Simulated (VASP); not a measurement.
OSZICAR of a VASP run on Ru (hcp):

OSZICAR:
```
       N       E                     dE             d eps       ncg     rms          rms(c)
DAV:   1     0.239398400116E+03    0.23940E+03   -0.15841E+04  4392   0.142E+03
DAV:   2    -0.144896127522E+02   -0.25389E+03   -0.24894E+03  4582   0.439E+02
DAV:   3    -0.197549500701E+02   -0.52653E+01   -0.51455E+01  4546   0.679E+01
DAV:   4    -0.198116772438E+02   -0.56727E-01   -0.56717E-01  5402   0.621E+00
DAV:   5    -0.198124883007E+02   -0.81106E-03   -0.81225E-03  4648   0.646E-01    0.153E+01
DAV:   6    -0.184845166950E+02    0.13280E+01   -0.38620E+00  4358   0.201E+01    0.347E+00
DAV:   7    -0.184149167640E+02    0.69600E-01   -0.22827E-01  4424   0.432E+00    0.918E-01
DAV:   8    -0.184073103574E+02    0.76064E-02   -0.57232E-03  4508   0.880E-01    0.223E-01
DAV:   9    -0.184072100697E+02    0.10029E-03   -0.59066E-04  5400   0.272E-01    0.449E-02
DAV:  10    -0.184072145278E+02   -0.44582E-05   -0.21513E-05  5072   0.449E-02    0.820E-03
DAV:  11    -0.184072198954E+02   -0.53675E-05   -0.88951E-07  2898   0.792E-03    0.273E-03
DAV:  12    -0.184072200618E+02   -0.16639E-06   -0.84363E-08  2190   0.236E-03
   1 F= -.18407220E+02 E0= -.18407220E+02  d E =0.000000E+00
```

Which electronic solver shows in the log?

It is blocked Davidson (ALGO = Normal, or the opening steps of other solvers). The INCAR had ALGO = Normal.

Can the final energy be trusted as converged?

Self-consistency was reached. It stopped with EDIFF = 1E-6, NELM = 100 (PBE GGA, plane waves, VASP's PBE PAW potentials (set 64)).

The compound is Ru in the hcp structure. The cell was not relaxed at this level. The run is one of a series of settings (ISMEAR = -5, SIGMA removed against the base run), some of them coarse on purpose.
